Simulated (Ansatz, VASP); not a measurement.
# Ba12Al16Si15O66 (glassy 43SiO2-23Al2O3-34BaO (mol %)) in two plane-wave programs, part 2 of 2

Wanted: the spread between two codes on one cell, functional and k mesh. Of the first pair: The structure shown is the start of the Ansatz relaxation below; VASP solves that cell, so the two are compared at the walk's first step.

VASP 6.6.1 and Ansatz 0.2.0.

So far. Step 4 (Differences): The forces differ by 41 meV/Å r.m.s., which is 3.0 % of the r.m.s. force of 1.356 eV/Å (both taken over all components).

### Step 6. VASP: single point, PBE, relaxed cell, pair 2

Level of this step: PBE; plane waves and PAW (Si, Al, Ba_sv, O) (VASP).

The same cell, functional and mesh now go to VASP, with its own data sets.

Contents of INCAR:

```
SYSTEM = Ba12Al16Si15O66
PREC = Accurate
ENCUT = 600
EDIFF = 1E-06
NELM = 120
ISMEAR = 0
SIGMA = 0.01
LREAL = Auto
ALGO = Normal
GGA = PE
NBANDS = 392
LORBIT = 11
LWAVE = .FALSE.
LCHARG = .FALSE.
ISIF = 2
LASPH = .TRUE.
GGA_COMPAT = .FALSE.
EFERMI = MIDGAP
NCORE = 2
```

Contents of POSCAR:

```
Ba12Al16Si15O66
1.0
   11.9166480000      0.1340660000      0.1605740000
    0.1340660000     11.8457800000     -0.0880780000
    0.1605740000     -0.0880780000     11.5243440000
Si Al Ba O
15 16 12 66
Direct
    0.7833000000      0.1985900000      0.2891100000
    0.8233600000      0.7968500000      0.0255900000
    0.2297200000      0.0892100000      0.0729200000
    0.6106700000      0.8280200000      0.8831400000
    0.5719700000      0.0998000000      0.1873700000
    0.4165100000      0.2022700000      0.3705600000
    0.9102400000      0.2009300000      0.0556600000
    0.3439200000      0.6399700000      0.8006600000
    0.2025500000      0.5449400000      0.1588700000
    0.3471400000      0.7354600000      0.2940600000
    0.5541100000      0.1624100000      0.5795900000
    0.0117600000      0.5186500000      0.6072300000
    0.3322000000      0.3259800000      0.1586400000
    0.0544500000      0.3420600000      0.9088600000
    0.9980300000      0.9535100000      0.6518700000
    0.0055800000      0.2822300000      0.6567900000
    0.9984800000      0.9593000000      0.9311600000
    0.6494100000      0.3097200000      0.0314900000
    0.5639600000      0.6375900000      0.6789000000
    0.3178200000      0.4589900000      0.9342900000
    0.8090100000      0.8283700000      0.2936100000
    0.1541800000      0.1093900000      0.8001500000
    0.8237400000      0.1551100000      0.5526500000
    0.9314900000      0.6132800000      0.1763700000
    0.4416200000      0.9015200000      0.0805300000
    0.2476600000      0.8949100000      0.8989800000
    0.2273200000      0.2357900000      0.5556200000
    0.7288700000      0.4581800000      0.2245100000
    0.5346700000      0.3766700000      0.7744000000
    0.6062700000      0.6778900000      0.3884800000
[... 73 atom lines left out ...]
    0.0811800000      0.2222200000      0.5329800000
    0.9815300000      0.4562500000      0.9021100000
    0.3079600000      0.2013200000      0.1025800000
    0.2594100000      0.7867100000      0.3903900000
    0.4739800000      0.0608500000      0.6176600000
    0.1914600000      0.3632000000      0.8921900000
```

Contents of KPOINTS:

```
Automatic mesh
0
Gamma
1 1 1
0 0 0
```

Potentials, in the order of the species: Si, Al, Ba_sv and O (PBE family, release 64).

Launch:

```bash
$ mpirun -np 8 vasp_gam
```

Numbers of over 12 decimals in the logs are rounded to 6 here.

The log of the run:

```text
[... set-up lines as in an earlier step ...]
 entering main loop
       N       E                     dE             d eps       ncg     rms          rms(c)
DAV:   1     0.628595852592E+04    0.62860E+04   -0.38902E+05   792   0.174E+03
DAV:   2    -0.328487614354E+03   -0.66144E+04   -0.63743E+04   968   0.385E+02
DAV:   3    -0.905846637768E+03   -0.57736E+03   -0.57330E+03   928   0.120E+02
DAV:   4    -0.925098217014E+03   -0.19252E+02   -0.19186E+02   992   0.207E+01
[...]
DAV:  19    -0.806174854190E+03    0.12036E-05   -0.11815E-05   896   0.702E-03    0.567E-03
DAV:  20    -0.806174855584E+03   -0.13939E-05   -0.38387E-06   728   0.433E-03    0.234E-03
DAV:  21    -0.806174855751E+03   -0.16708E-06   -0.87236E-07   576   0.238E-03
   1 F= -.80617486E+03 E0= -.80617486E+03  d E =0.000000E+00
```

From OUTCAR (step 6):

```text
  Total        4.3205020      3.5225851      3.7992148      0.4904269      0.0347830     -0.0866753
  in kB        4.2567031      3.4705688      3.7431136      0.4831850      0.0342694     -0.0853954
  external PRESSURE =       3.8234618 kB  Pullay stress =       0.0000000 kB

 POSITION                                       TOTAL-FORCE (eV/Angst)
 -----------------------------------------------------------------------------------
      9.40736      2.43200      3.44009         0.022948     -0.039953      0.005155
      9.92263      9.54744      0.35693        -0.025157      0.009882     -0.018233
      2.76116      1.08114      0.86938         0.032634      0.005858     -0.004587
      7.52996      9.81263     10.20274        -0.020067     -0.016304      0.001655
[...]
7.57286      8.82737      8.88248        -0.013553     -0.040051     -0.006116
      1.08554      4.82468      7.76387         0.014115     -0.025369      0.016618
      4.75415      3.72565      3.33480        -0.003128     -0.004389     -0.000339
      0.53514      0.05711      9.02021         0.013061      0.002643      0.023144
     10.46936      5.80665      2.33745        -0.084580      0.075827     -0.067172
      3.20645      6.35616      8.92510         0.000510     -0.062979     -0.029542
      7.58757      7.79617      6.25969        -0.059215      0.034527     -0.011116
      5.21857      6.83094     10.38470        -0.028395     -0.035511     -0.083106
     10.75283      0.56778      7.27239         0.032448      0.030744     -0.008227
[...]
-----------------------------------------------------------------------------------
    total drift:                                0.028181     -0.018796      0.002193

  FREE ENERGIE OF THE ION-ELECTRON SYSTEM (eV)
  ---------------------------------------------------
  free  energy   TOTEN  =      -806.1748557514 eV

  energy  without entropy=     -806.1748557514  energy(sigma->0) =     -806.17485575

[... 1 part as in an earlier step ...]

[... 2 further parts left out ...]
[key lines of the parts left out:]
E-fermi :   3.9897
```

The run ends at a pressure of 0.38 GPa, with forces up to 0.25 eV/Å.

### Step 7. Differences

What differs besides the data sets and the points named for the pairs above, as far as they apply: the cutoff is 420 eV in Ansatz and 600 eV in VASP (PREC = Accurate, projectors in real space). Total energies have different zeros and are not compared.

The two programs side by side:

```
              quantity  Ansatz   VASP  difference
        pressure (GPa)    0.02   0.38       -0.37
gap on the k mesh (eV)   3.604  3.562      +0.042
```

Forces on 7 of the 109 atoms, those with the largest forces and the largest differences (eV/Å; atoms numbered as in POSCAR):

```
atom          Ansatz x, y, z           VASP x, y, z
Ba38  -0.004, -0.004, -0.006   0.066, 0.130, -0.150
Ba40    0.005, 0.013, -0.002   -0.102, 0.021, 0.098
Ba41    0.001, -0.011, 0.009  0.112, -0.190, -0.020
Ba43  -0.023, -0.019, -0.002   -0.247, 0.035, 0.034
 O53     0.001, 0.002, 0.009    0.048, 0.084, 0.104
 O69   -0.009, -0.006, 0.010  -0.037, -0.234, 0.085
O105   -0.008, 0.010, -0.004   0.150, -0.038, 0.025
```

The forces differ by 46 meV/Å r.m.s., where the r.m.s. force is 0.007 eV/Å in Ansatz and 0.047 eV/Å in VASP: the atoms lie near their places of rest in Ansatz, so a percentage would say little (all taken over all components). A gap on the mesh is an upper bound, since the band edges may lie between its points.

### Step 8. Results

```
r.m.s. force difference (single point, PBE, start cell, pair 1)           : 3.0 % of the r.m.s. force
r.m.s. force difference (single point, PBE, relaxed cell, pair 2)         : 46 meV/Å
difference in gap on the k mesh (single point, PBE, relaxed cell, pair 2) : 0.042 eV
```

**Reading.** The r.m.s. force difference is 46 meV/Å (single point, PBE, relaxed cell, pair 2), beyond the 12 meV/Å picked in this series as the mark of a large difference. What causes the difference of the single point, PBE, start cell, pair 1 pair stays open here. What causes the difference of the single point, PBE, relaxed cell, pair 2 pair stays open here. How closely two codes agree says nothing of how well the functional describes the real material.

[Lines on the potential files, build, host, timing and source positions are cut from VASP's logs without a mark.]

[Logs are printed without paths, hosts, clocks, repeated set-up lines and the standing remarks that a program may print on its own settings, such as how far it seeks lower states.]

[Hosts, paths, dates, database ids (printed as entryN), source tags and the programs' standing remarks are cut or masked in the printed files.]
